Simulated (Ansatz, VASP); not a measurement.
# Te in two plane-wave programs, part 2 of 2

One calculation is typed for both programs; each brings its own data sets. How far apart do they land? The cell is taken from a series of runs on this material, whose earlier steps may have relaxed, scaled, displaced or heated it; both programs get it as it stands.

VASP 6.6.1 and Ansatz 0.2.0.

So far. Step 2 (VASP: single point, r2SCAN, spin-orbit coupling): The run ends at a pressure of 0.64 GPa, with forces up to 0.14 eV/Å.

### 3. Ansatz: single point, r2SCAN, spin-orbit coupling

Level of this step: Ansatz beside VASP: Kohn-Sham DFT, plane waves, r2SCAN, spin-orbit coupling (Ansatz).

Ansatz runs on its fully relativistic PAW (standard-fr) files.

The same cell, functional, mesh and smearing now go to Ansatz, which takes its cutoff from its data sets.

input.yaml reads:

```yaml
crystal:
  lattice:
    - [4.4572, 0.0, 0.0]
    - [-2.2286, 3.8600484297, 0.0]
    - [0.0, 0.0, 5.929]
  atoms:
    - { symbol: Te, position: [0.2729113547, 0.0, 0.3333333333] }
    - { symbol: Te, position: [0.0, 0.2729113547, 0.6666666667] }
    - { symbol: Te, position: [0.7270886453, 0.7270886453, 0.0] }
kpoints:
  mp_grid: { grid: [9, 9, 6] }
  band_path:
    path:
      - [0.0, 0.0, 0.0]
      - [0.05, 0.0, 0.0]
      - [0.1, 0.0, 0.0]
      - [0.15, 0.0, 0.0]
      - [0.2, 0.0, 0.0]
      - [0.25, 0.0, 0.0]
      - [0.3, 0.0, 0.0]
      - [0.35, 0.0, 0.0]
      - [0.4, 0.0, 0.0]
      - [0.45, 0.0, 0.0]
      - [0.5, 0.0, 0.0]
      - [0.48333333, 0.03333333, 0.0]
      - [0.46666667, 0.06666667, 0.0]
      - [0.45, 0.1, 0.0]
      - [0.43333333, 0.13333333, 0.0]
      - [0.41666667, 0.16666667, 0.0]
      - [0.4, 0.2, 0.0]
      - [0.38333333, 0.23333333, 0.0]
      - [0.36666667, 0.26666667, 0.0]
      - [0.35, 0.3, 0.0]
      - [0.33333333, 0.33333333, 0.0]
      - [0.3, 0.3, 0.0]
      - [0.26666667, 0.26666667, 0.0]
      - [0.23333333, 0.23333333, 0.0]
      - [0.2, 0.2, 0.0]
      - [0.16666667, 0.16666667, 0.0]
      - [0.13333333, 0.13333333, 0.0]
      - [0.1, 0.1, 0.0]
      - [0.06666667, 0.06666667, 0.0]
      - [0.03333333, 0.03333333, 0.0]
      - [0.0, 0.0, 0.0]
      - [0.0, 0.0, 0.05]
      - [0.0, 0.0, 0.1]
      - [0.0, 0.0, 0.15]
      - [0.0, 0.0, 0.2]
      - [0.0, 0.0, 0.25]
      - [0.0, 0.0, 0.3]
      - [0.0, 0.0, 0.35]
      - [0.0, 0.0, 0.4]
      - [0.0, 0.0, 0.45]
      - [0.0, 0.0, 0.5]
      - [0.05, 0.0, 0.5]
      - [0.1, 0.0, 0.5]
      - [0.15, 0.0, 0.5]
      - [0.2, 0.0, 0.5]
      - [0.25, 0.0, 0.5]
      - [0.3, 0.0, 0.5]
      - [0.35, 0.0, 0.5]
      - [0.4, 0.0, 0.5]
      - [0.45, 0.0, 0.5]
      - [0.5, 0.0, 0.5]
      - [0.48333333, 0.03333333, 0.5]
      - [0.46666667, 0.06666667, 0.5]
      - [0.45, 0.1, 0.5]
      - [0.43333333, 0.13333333, 0.5]
      - [0.41666667, 0.16666667, 0.5]
      - [0.4, 0.2, 0.5]
      - [0.38333333, 0.23333333, 0.5]
      - [0.36666667, 0.26666667, 0.5]
      - [0.35, 0.3, 0.5]
      - [0.33333333, 0.33333333, 0.5]
      - [0.3, 0.3, 0.5]
      - [0.26666667, 0.26666667, 0.5]
      - [0.23333333, 0.23333333, 0.5]
      - [0.2, 0.2, 0.5]
      - [0.16666667, 0.16666667, 0.5]
      - [0.13333333, 0.13333333, 0.5]
      - [0.1, 0.1, 0.5]
      - [0.06666667, 0.06666667, 0.5]
      - [0.03333333, 0.03333333, 0.5]
      - [0.0, 0.0, 0.5]
      - [0.5, 0.0, 0.5]
      - [0.5, 0.0, 0.45]
      - [0.5, 0.0, 0.4]
      - [0.5, 0.0, 0.35]
      - [0.5, 0.0, 0.3]
      - [0.5, 0.0, 0.25]
      - [0.5, 0.0, 0.2]
      - [0.5, 0.0, 0.15]
      - [0.5, 0.0, 0.1]
      - [0.5, 0.0, 0.05]
      - [0.5, 0.0, 0.0]
      - [0.33333333, 0.33333333, 0.5]
      - [0.33333333, 0.33333333, 0.45]
      - [0.33333333, 0.33333333, 0.4]
      - [0.33333333, 0.33333333, 0.35]
      - [0.33333333, 0.33333333, 0.3]
      - [0.33333333, 0.33333333, 0.25]
      - [0.33333333, 0.33333333, 0.2]
      - [0.33333333, 0.33333333, 0.15]
      - [0.33333333, 0.33333333, 0.1]
      - [0.33333333, 0.33333333, 0.05]
      - [0.33333333, 0.33333333, 0.0]
    npoints: 1
hamiltonian:
  xc: r2scan
  pseudopotentials: { kind: paw_fr }
scf:
  occupations: { method: gaussian, width: 0.01 }
  n_extra_bands: 9
output:
  forces: true
  stress: true
  eigenvalues: true
  populations: true
  write_density: true
  write_potential: true
  elf: true
  volumetric_format: npy
magnetization:
  noncollinear: true
  spin_orbit: true
```

Run with:

```
> ansatz run input.yaml --threads 4 --pin off --max-ram 8192MiB --backend cpu --events-out ev --progress --plain --runs-dir out
```

Numbers of over 12 decimals in the logs are rounded to 6 here.

Log:

```text
scf.n_extra_bands = 9 over 48 filled bands (N_el = 48.0): the run solves 57 bands
Engine: ansatz 0.2.0, aarch64-unknown-linux-gnu
Pseudopotentials: kind: paw_fr
Pseudopotential: Te, paw_fr, valence charge 16, recommended cutoff 500 eV (meta_gga), Te.paw.azcp#standard-fr
Functional definition: r2SCAN
  parameter k0 = 0.174
  parameter k1 = 0.065
  parameter a1 = 4.9479
  exchange = r2scan_x(k0 = k0, k1 = k1, a1 = a1)
  correlation = r2scan_c
non-collinear run that drives no moment, with spin-orbit: no starting moment large enough to seed its density (crystal.atoms[].spin), no starting occupations that ask for one, no magnetisation constraint and no magnetic field, so the semilocal B_xc is pinned to zero
Crystal: 3 atoms, lattice volume = 102.008 Å³
Basis set: ecut = 500 eV, 2595 PW (Γ), exchange–correlation on 144×144×180 points (64 copies of the dense FFT grid, shifted against one another)
Bands: 57, of which v1, the nominal top of the filled ones, is band 48 counted from 1 (47 counted from 0)
Symmetry: 6 space group operations + 6 with time reversal
Magnetic group: BNS 152.34 (UNI 1264), of the structure as read, at distance tolerance 4.7e-5 Å
k-points: 62 of 486 (time reversal used)
Projection manifold: j_resolved (fully-relativistic pseudo-atomic orbitals)
Non-local potential: Te, projectors of the file, l = 0: 2, l = 1: 4, l = 2: 4, l = 3: 4
PAW form: soft (Blöchl's): semilocal exchange-correlation on the pseudo side does not see the compensation charge
PAW frozen core: Te, regenerated for the run's functional (the file was generated under x = pbe(κ = 0.804, μ = 0.219515), c = pbe(β = 0.066725))
PAW one-centre angular grid: Te, 590 points (default); XC on 224 Gauss nodes
Initial density: superposition of atomic densities (chi_scale 0.1, normalization cell)
Initial wavefunctions: pseudopotential atomic-orbital guess
Functional: x = r2scan, c = r2scan; τ floored in thin density (d = 2e-4 eV/Å³)
iter 1 solved again at ethr=3.98e-4 eV; its pass at ethr=3.10e-3 eV (dr2=1.91e-1 eV) is discarded
SCF iter   1: F=—  HF=-20950.224810 eV  |F-HF|=—  |Δ(HF+E_count)|=         —  Δρ=1.57e-2  dr2=1.89e-1  dr2_τ=4.97e-4  dr2_m=0.00e0 (ungated)  ethr=3.98e-4  |M|=0.00e0 ∫|m|=0.00e0 μB  |m|>n=0.0e0 m-floor=0.0e0 τ_xc=0.0e0  β_m=0.30  ⟨swp⟩=2.3  Hψ=23024  notcnv=0
preconditioner: auto → Resta (q_TF=auto, 2.406 Å⁻¹)  ε∞=4.2  [insulator: Δε(μ)=0.153 eV  Ē_g=8.753 eV  σ=0.010 eV  W_gap=1.00  n_scr=22 (ndim 8)  ℏωp=15.6 eV  f_vac=0.011  D(μ)=0.00/eV (n_scr^D=0)  ε∞_Penn≈4.2]
spin=Noncollinear: Resta preconditioning applied to the charge; magnetization (m_x, m_y, m_z) channels mix plain (no charge-response kernel on spin).
SCF iter   2: F=—  HF=-20950.260847 eV  |F-HF|=—  |Δ(HF+E_count)|=   3.60e-2  Δρ=1.22e-2  dr2=1.12e-1  dr2_τ=2.02e-4  dr2_m=0.00e0 (ungated)  ethr=3.93e-4  |M|=0.00e0 ∫|m|=0.00e0 μB  |m|>n=0.0e0 m-floor=0.0e0 τ_xc=0.0e0  β_m=0.65  ⟨swp⟩=2.0  Hψ=4092  notcnv=0
SCF iter   3: F=—  HF=-20950.280686 eV  |F-HF|=—  |Δ(HF+E_count)|=   1.98e-2  Δρ=9.07e-4  dr2=9.63e-4  dr2_τ=1.23e-5  dr2_m=0.00e0 (ungated)  ethr=2.34e-4  |M|=0.00e0 ∫|m|=0.00e0 μB  |m|>n=0.0e0 m-floor=0.0e0 τ_xc=0.0e0  β_m=0.73  ⟨swp⟩=4.0  Hψ=7236  notcnv=0
SCF iter   4: F=—  HF=-20950.281229 eV  |F-HF|=—  |Δ(HF+E_count)|=   5.43e-4  Δρ=3.64e-4  dr2=1.24e-4  dr2_τ=4.07e-7  dr2_m=0.00e0 (ungated)  ethr=2.01e-6  |M|=0.00e0 ∫|m|=0.00e0 μB  |m|>n=0.0e0 m-floor=0.0e0 τ_xc=0.0e0  β_m=0.86  ⟨swp⟩=3.3  Hψ=7255  notcnv=0
SCF iter   5: F=—  HF=-20950.281328 eV  |F-HF|=—  |Δ(HF+E_count)|=   9.82e-5  Δρ=6.72e-5  dr2=4.79e-6  dr2_τ=3.25e-8  dr2_m=0.00e0 (ungated)  ethr=2.59e-7  |M|=0.00e0 ∫|m|=0.00e0 μB  |m|>n=0.0e0 m-floor=0.0e0 τ_xc=0.0e0  β_m=0.93  ⟨swp⟩=2.0  Hψ=5189  notcnv=0
SCF iter   6: F=—  HF=-20950.281321 eV  |F-HF|=—  |Δ(HF+E_count)|=   6.49e-6  Δρ=1.64e-5  dr2=4.49e-7  dr2_τ=2.70e-9  dr2_m=0.00e0 (ungated)  ethr=9.98e-9  |M|=0.00e0 ∫|m|=0.00e0 μB  |m|>n=0.0e0 m-floor=0.0e0 τ_xc=0.0e0  β_m=0.97  ⟨swp⟩=3.0  Hψ=7086  notcnv=0
SCF iter   7: F=-20950.281321 eV  HF=-20950.281321 eV  |F-HF|=6.47e-9  |Δ(HF+E_count)|=   1.14e-7  Δρ=4.27e-6  dr2=1.68e-8  dr2_τ=1.06e-10  dr2_m=0.00e0 (ungated)  ethr=2.08e-10  |M|=0.00e0 ∫|m|=0.00e0 μB  |m|>n=0.0e0 m-floor=0.0e0 τ_xc=0.0e0  ⟨swp⟩=12.7  Hψ=27406  notcnv=0
SCF 1 converged in 7 iterations: F = -20950.281321 eV  dr2 = 1.68e-8
  greatest PAW one-centre occupation: 0.997 electrons in one spin orbital (limit 2), on the Te atom at site 0 (counted from 0), in its partial waves of l = 2
NSCF: frozen V_eff on 93 k-points
SCF converged after 7 iterations
Magnetization: |M| = 0.0000 μB,  M = (+0.0000, +0.0000, +0.0000) μB
Absolute magnetization: 0.0000 μB (∫|m|)
  site 0: m = (+0.0000, +0.0000, +0.0000) μB, |m| = 0.0000 μB  (R = 1.19 Å)
  site 1: m = (+0.0000, +0.0000, +0.0000) μB, |m| = 0.0000 μB  (R = 1.19 Å)
  site 2: m = (+0.0000, +0.0000, +0.0000) μB, |m| = 0.0000 μB  (R = 1.19 Å)
Free energy (F): -20950.281321 eV
Harris-Foulkes:  -20950.281321 eV  (|F-HF|=6.47e-9)
Internal energy: -20950.281321 eV  (E = F + TS)
E sigma→0 (E₀):  -20950.281321 eV
Fermi energy:    8.888391 eV
--- Per-component energies (eV) ---
  E_band       = -835.968045
  E_kinetic    = 539.776977
  E_local      = -3817.163979  (includes V_loc(G=0)·N_el)
  E_nonlocal   = -930.270059
  E_hartree    = 2429.132035
  E_xc         = -344.887644
  E_vxc        = -334.197199  (∫ρ·V_xc dr)
  E_paw        = -14024.952157  (= ΣΔE_a)
  E_vpaw       = -1172.945684  (= ΣTr[D̂ρ^β])
  E_aug_tail   = -0.000111  (compensation charges beyond the density's cutoff)
  E_vtau       = 20.563910  (kinetic-family band-sum trace: ∫τ·v_τ [+ j·A + Jᵃ·Aᵃ] dr)
  E_ewald      = -4802.809263
  E_core_change = 0.892879  (= ΣΔE_core)
  E_smearing   = -0.000000  (= −TS)
  E_closure    = 0.000000  (closes the sum)
  Σ components = -20950.281321   (vs F -20950.281321, Δ=0.00e0)
--- Forces (eV/Å), atoms counted from 1 ---
  atom   1  Te    -0.16720614    -0.00000000    -0.00000000
  atom   2  Te     0.08360307    -0.14480476     0.00000000
  atom   3  Te     0.08360307     0.14480476     0.00000000
  max |Σ_I F_I| component: 1.39e-17 eV/Å
--- Stress (GPa, compression-positive) ---
        0.578778       0.000000      -0.000000
        0.000000       0.578778      -0.000000
       -0.000000       0.000000       0.740185
  P = ⅓ Tr σ = 0.6326 GPa (6.326 kbar)
--- Band table (eV; the first three rows and the last of 62) ---
  k-point 0: bands = [... 44 lower, 6.8963, 6.8963, 7.6145, 7.6145, 9.2811, 9.2811, 9.9599, 9.9599, ... 5 higher]
  k-point 1: bands = [... 44 lower, 6.9918, 7.1335, 7.5574, 7.6719, 9.1583, 9.1586, 9.7185, 9.7932, ... 5 higher]
  k-point 2: bands = [... 44 lower, 7.1554, 7.4615, 7.4760, 7.7210, 8.9835, 9.0145, 9.3062, 9.4724, ... 5 higher]
  k-point 61: bands = [... 44 lower, 8.4475, 8.4475, 8.6778, 8.8101, 8.9672, 8.9672, 9.8537, 9.9187, ... 5 higher]
--- Löwdin populations: 3 sites ---
  site symbol       q [e]
     0     Te     15.9543
     1     Te     15.9543
     2     Te     15.9543
  spilling = 0.002859 (of n_electrons = 48.000000)
```

Reading the cycles: dr2 is the Hartree energy of the density residual (eV), the measure of convergence; HF is the Harris–Foulkes estimate of the energy, which meets the free energy F at convergence.

### 4. Side by side

Known differences besides the potentials themselves: spin-orbit coupling enters by fully relativistic files in Ansatz and inside the spheres in VASP; VASP keeps PBE cores, Ansatz makes them for the functional; the data sets hold 48 valence electrons in Ansatz (on its fully relativistic PAW (standard-fr) files) and 18 in VASP; the cutoff is 500 eV in Ansatz and 550 eV in VASP. Total energies have different zeros and are not compared.

Compared:

| quantity | Ansatz | VASP | difference |
| --- | --- | --- | --- |
| pressure (GPa) | 0.63 | 0.64 | -0.01 |
| gap on the k mesh (eV) | 0.157 | 0.133 | +0.024 |

Forces (eV/Å; atoms numbered as in POSCAR):

| atom | Ansatz x, y, z | VASP x, y, z |
| --- | --- | --- |
| Te1 | -0.167, 0.000, 0.000 | -0.137, 0.000, 0.000 |
| Te2 | 0.084, -0.145, 0.000 | 0.069, -0.119, 0.000 |
| Te3 | 0.084, 0.145, 0.000 | 0.069, 0.119, 0.000 |

The forces differ by 17 meV/Å r.m.s., which is 21.6 % of the r.m.s. force of 0.079 eV/Å (both taken over all components). A gap on the mesh is an upper bound, since the band edges may lie between its points.

### 5. Outcome

```yaml
r_m_s_force_difference_single_point_r2scan_spin_orbit_coupling: 17 meV/Å
```

In words: The r.m.s. force difference is 17 meV/Å (single point, r2SCAN, spin-orbit coupling), beyond the 12 meV/Å picked in this series as the mark of a large difference. The data sets hold unlike numbers of valence electrons (48 in Ansatz and 18 in VASP), so part of the differences comes from the potentials. What causes the difference of the single point, r2SCAN, spin-orbit coupling pair stays open here. VASP runs on this material, other cells of it included, that failed, so that no pair exists: single point, r2SCAN (timeout). Such differences can come from data sets, numerical settings and the points named under the comparisons, not from the functional's error against experiment.

[Lines on the potential files, build, host, timing and source positions are cut from VASP's logs without a mark.]

[Logs are printed without paths, hosts, clocks, repeated set-up lines and the standing remarks that a program may print on its own settings, such as how far it seeks lower states.]

[Hosts, paths, dates, database ids (printed as entryN), source tags and the programs' standing remarks are cut or masked in the printed files.]
